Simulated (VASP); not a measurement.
# Sn2HBr3 (Cmmm) in VASP: density of states with PBE

Aim: the density of states of Sn2HBr3 with PBE.

All numbers are computed with VASP 6.6.1; they aren't measurements. Logs are shortened: lines on timing, memory, paths and dates and some standing lists are left out, and cuts for length are marked.

## (1) The structure

The structure is orthorhombic, space group Cmmm (No. 65). The conventional cell has a = 8.297 Å, b = 10.084 Å, c = 4.482 Å, α = 90.00°, β = 90.00°, γ = 90.00°. Around Sn (site symmetry m2m) lie 1 H at 2.13 Å. Around H (site symmetry mmm) lie 2 Sn at 2.13 Å. Around Br (site symmetry mmm) lie 2 Sn at 2.91 Å. Br (site symmetry 2/m) is surrounded by 4 Sn at 3.08 Å.

The cell was built by a generator and needn't be a form met in nature.

## (2) Density of states, PBE

Contents of POSCAR:

```
Sn2HBr3                                 
1.0
    4.1483700118     -5.0420699746      0.0000000000
    4.1483700118      5.0420699746      0.0000000000
    0.0000000000      0.0000000000      4.4820594485
  Sn              H               Br            
     2     1     3
Direct
     0.2883009030130399    0.7116990969869601    1.0000000000000000
     0.7116990969869601    0.2883009030130399    0.0000000000000000
     0.5000000000000000    0.5000000000000000    0.0000000000000000
     1.0000000000000000    0.0000000000000000    0.0000000000000000
     0.5000000000000000    0.0000000000000000    0.5000000000000000
     1.0000000000000000    0.5000000000000000    0.5000000000000000
```

Contents of INCAR.step1:

```
SYSTEM = Sn2HBr3
PREC     = Accurate       ! precision mode
ENCUT    = 520            ! plane-wave cutoff, eV
EDIFF    = 1E-7           ! SCF threshold, eV
ISMEAR   = 0              ! smearing method
SIGMA    = 0.1            ! smearing width, eV
LREAL    = .False.        ! projectors in reciprocal space
LASPH    = .True.         ! aspherical terms in the spheres
NELM     = 60             ! most SCF steps
ALGO     = Fast           ! electronic algorithm
ISIF     = 2              ! what is computed and relaxed
LWAVE    = .False.        ! write WAVECAR
LCHARG   = .True.         ! write CHGCAR
GGA      = PE             ! functional
KPAR     = 8
```

Contents of KPOINTS.step1:

```
regular mesh
0
Gamma
  6 6 8
  0 0 0
```

Contents of INCAR.step2:

```
SYSTEM = Sn2HBr3
PREC     = Accurate       ! precision mode
ENCUT    = 520            ! plane-wave cutoff, eV
EDIFF    = 1E-7           ! SCF threshold, eV
ISMEAR   = -5             ! smearing method
SIGMA    = 0.1            ! smearing width, eV
LREAL    = .False.        ! projectors in reciprocal space
LASPH    = .True.         ! aspherical terms in the spheres
NELM     = 60             ! most SCF steps
ALGO     = Fast           ! electronic algorithm
ISIF     = 2              ! what is computed and relaxed
LWAVE    = .False.        ! write WAVECAR
LCHARG   = .False.        ! write CHGCAR
GGA      = PE             ! functional
LORBIT   = 10             ! projections on sites
KPAR     = 8            
NEDOS    = 2001           ! points of the DOS
ICHARG   = 11             ! starting density
```

Contents of KPOINTS.step2:

```
regular mesh
0
Gamma
  9 9 12
  0 0 0
```

Potentials or basis: VASP PAW PBE potentials, release 64 (Sn_d, H, Br).

Launch:

```bash
$ cat potpaw_PBE.64/Sn_d/POTCAR potpaw_PBE.64/H/POTCAR potpaw_PBE.64/Br/POTCAR > POTCAR
$ cp INCAR.step1 INCAR
$ cp KPOINTS.step1 KPOINTS
$ mpirun -np 8 vasp_std > vasp.out
$ cp INCAR.step2 INCAR
$ cp KPOINTS.step2 KPOINTS
$ mpirun -np 8 vasp_std > vasp.out
```

OUTCAR:

```text
SYSTEM = Sn2HBr3
   PREC = Accurate
   ENCUT = 520
   EDIFF = 1E-7
   ISMEAR = -5
   LREAL = .False.
   LASPH = .True.
   NELM = 60
   ISIF = 2
   GGA = PE
   LORBIT = 10
   ICHARG = 11

 ion  position               nearest neighbor table
   1  0.288  0.712  0.000-   3 2.13   4 2.91   5 3.08   6 3.08   5 3.08   6 3.08
   2  0.712  0.288  0.000-   3 2.13   4 2.91   5 3.08   6 3.08   5 3.08   6 3.08
   3  0.500  0.500  0.000-   1 2.13   2 2.13
   4  0.000  0.000  0.000-   1 2.91   2 2.91
   5  0.500  0.000  0.500-   1 3.08   2 3.08   1 3.08   2 3.08
   6  0.000  0.500  0.500-   1 3.08   2 3.08   1 3.08   2 3.08

  LATTYP: Found a base centered orthorhombic cell.
 ALAT       =     8.2967400236
 B/A-ratio  =     1.2154340043
 C/A-ratio  =     0.5402193435

  Lattice vectors:

 A1 = (   4.1483700118,  -5.0420699746,   0.0000000000)
 A2 = (   4.1483700118,   5.0420699746,   0.0000000000)
 A3 = (   0.0000000000,   0.0000000000,   4.4820594485)

Analysis of symmetry for initial positions (statically):
=====================================================================
 Subroutine PRICEL returns:
 Original cell was already a primitive cell.

 Routine SETGRP: Setting up the symmetry group for a
 base centered orthorhombic supercell.

 Subroutine GETGRP returns: Found  8 space group operations
 (whereof  8 operations were pure point group operations)
 out of a pool of  8 trial point group operations.

The static configuration has the point symmetry D_2h.

Analysis of symmetry for dynamics (positions and initial velocities):
=====================================================================
 Subroutine PRICEL returns:
 Original cell was already a primitive cell.

 Routine SETGRP: Setting up the symmetry group for a
 base centered orthorhombic supercell.

 Subroutine GETGRP returns: Found  8 space group operations
 (whereof  8 operations were pure point group operations)
 out of a pool of  8 trial point group operations.

The dynamic configuration has the point symmetry D_2h.

 Subroutine INISYM returns: Found  8 space group operations
 (whereof  8 operations are pure point group operations),
 and found     1 'primitive' translations

----------------------------------------------------------------------------------------

                                     Primitive cell

  volume of cell :     187.4968

  direct lattice vectors                    reciprocal lattice vectors
     4.148370012 -5.042069975  0.000000000     0.120529268 -0.099165621  0.000000000
     4.148370012  5.042069975  0.000000000     0.120529268  0.099165621  0.000000000
     0.000000000  0.000000000  4.482059449     0.000000000  0.000000000  0.223111722

  length of vectors
     6.529275870  6.529275870  4.482059449     0.156080507  0.156080507  0.223111722

  position of ions in fractional coordinates (direct lattice)
     0.288300903  0.711699097  0.000000000
     0.711699097  0.288300903  0.000000000
     0.500000000  0.500000000  0.000000000
     0.000000000  0.000000000  0.000000000
     0.500000000  0.000000000  0.500000000
     0.000000000  0.500000000  0.500000000

  ion indices of the primitive-cell ions
   primitive index   ion index
                 1           1
                 2           2
                 3           3
                 4           4
                 5           5
                 6           6

----------------------------------------------------------------------------------------

 KPOINTS: regular mesh

Automatic generation of k-mesh.
 Grid dimensions read from file:
 generate k-points for:    9    9   12

 Generating k-lattice:

  Cartesian coordinates                     Fractional coordinates (reciprocal lattice)
     0.013392141 -0.011018402  0.000000000     0.111111111  0.000000000  0.000000000
     0.013392141  0.011018402  0.000000000     0.000000000  0.111111111  0.000000000
     0.000000000  0.000000000  0.018592643     0.000000000  0.000000000  0.083333333

  Length of vectors
     0.017342279  0.017342279  0.018592643

  Shift w.r.t. Gamma in fractional coordinates (k-lattice)
     0.000000000  0.000000000  0.000000000

 TETIRR: Found   1458 inequivalent tetrahedra from     5832

 Subroutine IBZKPT returns following result:
 ===========================================

 Found    175 irreducible k-points:

 Following reciprocal coordinates:
            Coordinates               Weight
  0.000000  0.000000  0.000000      1.000000
  0.111111  0.000000  0.000000      4.000000
  0.222222  0.000000  0.000000      4.000000
  0.333333  0.000000  0.000000      4.000000
  0.444444  0.000000  0.000000      4.000000
  0.111111  0.111111  0.000000      2.000000
[... 16 lines left out ...]
 -0.333333  0.333333  0.000000      2.000000
  0.444444  0.444444  0.000000      2.000000
 [... further k-points ...]
   k-points           NKPTS =    175   k-points in BZ     NKDIM =    175   number of bands    NBANDS=     30
   number of dos      NEDOS =   2001   number of ions     NIONS =      6
   total plane-waves  NPLWV =  90000
   dimension x,y,z NGX =    50 NGY =   50 NGZ =   36
   dimension x,y,z NGXF=   100 NGYF=  100 NGZF=   72
   ions per type =               2   1   3
   NGX,Y,Z   is equivalent  to a cutoff of  12.73, 12.73, 13.35 a.u.
   NGXF,Y,Z  is equivalent  to a cutoff of  25.46, 25.46, 26.71 a.u.
 SYSTEM =  Sn2HBr3
   PREC   = accura    normal or accurate (medium, high low for compatibility)
   ISTART =      0    job   : 0-new  1-cont  2-samecut
   ICHARG =     11    charge: 1-file 2-atom 10-const
   ISPIN  =      1    spin polarized calculation?
   LNONCOLLINEAR =      F non collinear calculations
   LSORBIT =      F    spin-orbit coupling
   LASPH  =      T    aspherical Exc in radial PAW
   ENCUT  =  520.0 eV  38.22 Ry    6.18 a.u.  12.14 12.14  8.33*2*pi/ulx,y,z
   NELM   =     60;   NELMIN=  2; NELMDL=  0     # of ELM steps
   EDIFF  = 0.1E-06   stopping-criterion for ELM
   LREAL  =      F    real-space projection
   EDIFFG = 0.1E-05   stopping-criterion for IOM
   NSW    =      0    number of steps for IOM
   IBRION =     -1    ionic relax: 0-MD 1-quasi-New 2-CG
   NFREE  =      0    steps in history (QN), initial steepest desc. (CG)
   ISIF   =      2    stress and relaxation
   ISYM   =      2    0-nonsym 1-usesym 2-fastsym
   POTIM  = 0.5000    time-step for ionic-motion
   TEBEG  =    0.0;   TEEND  =   0.0 temperature during run
   PSTRESS=    0.0 pullay stress
   NELECT =      50.0000    total number of electrons
   NUPDOWN=      -1.0000    fix difference up-down
   EMIN   =  10.00;   EMAX   =-10.00  energy-range for DOS
   EFERMI =   0.00;   METHOD = LEGACY
   ISMEAR =    -5;   SIGMA  =   0.10  broadening in eV -4-tet -1-fermi 0-gaus
   EFERMI_NEDOS =   21; number of points for ismear=-14 and -15
   IALGO  =     68    algorithm
   IMIX   =      4    mixing-type and parameters
     AMIX     =   0.40;   BMIX     =  1.00
     AMIX_MAG =   1.60;   BMIX_MAG =  1.00
  volume/ion in A,a.u.               =      31.25       210.88
  Fermi-wavevector in a.u.,A,eV,Ry     =   1.053740  1.991280 15.107477  1.110368
  Thomas-Fermi vector in A             =   2.188873
   LORBIT       =     10    0 simple, 1 ext, 2 COOP (PROOUT), +10 PAW based schemes
   GGA     = PE    functional components
   LHFCALC =     F    Hartree Fock is set to
   AEXX    =    0.0000 exact exchange contribution
   IVDW    =     0    specifies the selected vdW correction
   LEPSILON=     F    determine dielectric tensor
   LRPA    =     F    only Hartree local field effects (RPA)
 non-spin polarized calculation
 RMM-DIIS sequential band-by-band and
 Fermi weights with tetrahedron method with Bloechl corrections
  energy-cutoff  :      520.00
  volume of cell :      187.50
 maximum number of plane-waves:      5076
 NGX is ok and might be reduce to    50

 number of electron      50.0000008 magnetization

 Free energy of the ion-electron system (eV)
  ---------------------------------------------------
  ext. energy  EPLUGINS =         0.00000000
  ---------------------------------------------------
  free energy    TOTEN  =       -18.06113090 eV

  energy without entropy =      -18.06113090  energy(sigma->0) =      -18.06113090

 E-fermi :   2.3584     XC(G=0):  -7.9454

 val. band max:        2.3291435431   @ k =  -0.3333   0.2222   0.5000
 cond. band min:       2.2963858757   @ k =  -0.1111   0.1111   0.0000
 fundamental gap:     -0.0327576673
 Fermi energy:         2.3584034175

 k-point     1 :       0.0000    0.0000    0.0000
  band No.  band energies     occupation
      1     -19.7385      2.00000
      2     -19.7361      2.00000
      3     -19.7294      2.00000
      4     -19.7290      2.00000
      5     -19.6051      2.00000
      6     -19.6020      2.00000
[... 22 lines left out ...]
     29       5.8353      0.00000
     30       6.4396      0.00000

 k-point     2 :       0.1111    0.0000    0.0000
  band No.  band energies     occupation
      1     -19.7383      2.00000
      2     -19.7359      2.00000
      3     -19.7296      2.00000
      4     -19.7293      2.00000
      5     -19.6051      2.00000
      6     -19.6021      2.00000
[... 22 lines left out ...]
     29       5.7450      0.00000
     30       5.9675      0.00000

 k-point     3 :       0.2222    0.0000    0.0000
  band No.  band energies     occupation
      1     -19.7374      2.00000
      2     -19.7353      2.00000
      3     -19.7302      2.00000
      4     -19.7301      2.00000
      5     -19.6050      2.00000
      6     -19.6023      2.00000
[... 682 lines left out ...]
     29       5.8585      0.00000
     30       6.0437      0.00000

 k-point    24 :       0.4444    0.4444    0.0000
  band No.  band energies     occupation
      1     -19.7381      2.00000
      2     -19.7360      2.00000
      3     -19.7295      2.00000
      4     -19.7294      2.00000
      5     -19.6038      2.00000
      6     -19.6033      2.00000
[... 22 lines left out ...]
     29       5.9491      0.00000
     30       5.9646      0.00000

 [... further k-points ...]

------------------------ aborting loop because EDIFF is reached ----------------------------------------

  FORCE on cell =-STRESS in cart. coord.  units (eV):
  Direction    XX          YY          ZZ          XY          YZ          ZX
  --------------------------------------------------------------------------------------
  -------------------------------------------------------------------------------------
  Total        0.2466595     -0.0464851      0.0288256      0.0000000      0.0000000      0.0000000
  in kB        2.1077272     -0.3972194      0.2463172      0.0000000      0.0000000      0.0000000
  external PRESSURE =       0.6522750 kB  Pullay stress =       0.0000000 kB

 VOLUME and BASIS-vectors are now :
 -----------------------------------------------------------------------------
  energy-cutoff  :      520.00
  volume of cell :      187.50
      direct lattice vectors                 reciprocal lattice vectors
     4.148370012 -5.042069975  0.000000000     0.120529268 -0.099165621  0.000000000
     4.148370012  5.042069975  0.000000000     0.120529268  0.099165621  0.000000000
     0.000000000  0.000000000  4.482059449     0.000000000  0.000000000  0.223111722

 POSITION                                       TOTAL-FORCE (eV/Angst)
 -----------------------------------------------------------------------------------
      4.14837      2.13480      0.00000         0.000000     -0.010228      0.000000
      4.14837     -2.13480      0.00000         0.000000      0.010228     -0.000000
      4.14837      0.00000      0.00000         0.000000     -0.000000     -0.000000
      0.00000      0.00000      0.00000         0.000000     -0.000000     -0.000000
      2.07419     -2.52103      2.24103        -0.000000      0.000000     -0.000000
      2.07419      2.52103      2.24103         0.000000     -0.000000     -0.000000
 -----------------------------------------------------------------------------------
    total drift:                                0.000000      0.000000     -0.000000

  FREE ENERGIE OF THE ION-ELECTRON SYSTEM (eV)
  ---------------------------------------------------
  free  energy   TOTEN  =       -18.0611308981 eV

  energy  without entropy=      -18.0611308981  energy(sigma->0) =      -18.06113090

 total charge

# of ion       s       p       d       tot
------------------------------------------
    1        1.418   0.570   9.983  11.971
    2        1.418   0.570   9.983  11.971
    3        0.502   0.005   0.000   0.508
    4        1.618   3.227   0.011   4.855
    5        1.619   3.199   0.013   4.831
    6        1.619   3.199   0.013   4.831
--------------------------------------------------
tot          8.195  10.771  20.003  38.968
```

Run time: 1.8 min. Hardware: 8 MPI ranks of AMD EPYC 9R45 (Zen 5), shared host; peak memory 0.9 GiB.

What came out:

```yaml
Valence_electrons_inside_the_program's_atomic_spheres: Sn 11.97; H 0.51; Br 4.86, 4.83
```

States per cell in windows of 1 eV (zero at the Fermi level; states under -8 eV left out):
```tsv
from (eV)	total	Br5_p	Br6_p	Br4_p	Sn1_p	Sn2_p	Sn1_s
-8.0	3.22	0.12	0.12	0.05	0.01	0.01	0.80
-7.0	0.49	0.01	0.01	0.01	0.00	0.00	0.14
-6.0	0.40	0.08	0.08	0.00	0.02	0.02	0.00
-5.0	4.36	0.74	0.74	0.20	0.22	0.22	0.02
-4.0	5.44	1.16	1.16	0.36	0.11	0.11	0.05
-3.0	4.25	0.77	0.77	0.55	0.08	0.08	0.14
-2.0	4.18	0.24	0.24	1.80	0.05	0.05	0.07
-1.0	1.29	0.06	0.06	0.22	0.06	0.06	0.12
0.0	1.36	0.03	0.03	0.04	0.25	0.25	0.01
1.0	2.81	0.11	0.11	0.04	0.57	0.57	0.01
2.0	3.05	0.19	0.19	0.07	0.58	0.58	0.02
3.0	2.78	0.23	0.23	0.12	0.51	0.51	0.02
4.0	0.01	0.00	0.00	0.00	0.00	0.00	0.00
```

Caveat: tetrahedron occupations give inexact forces and stress in metals.
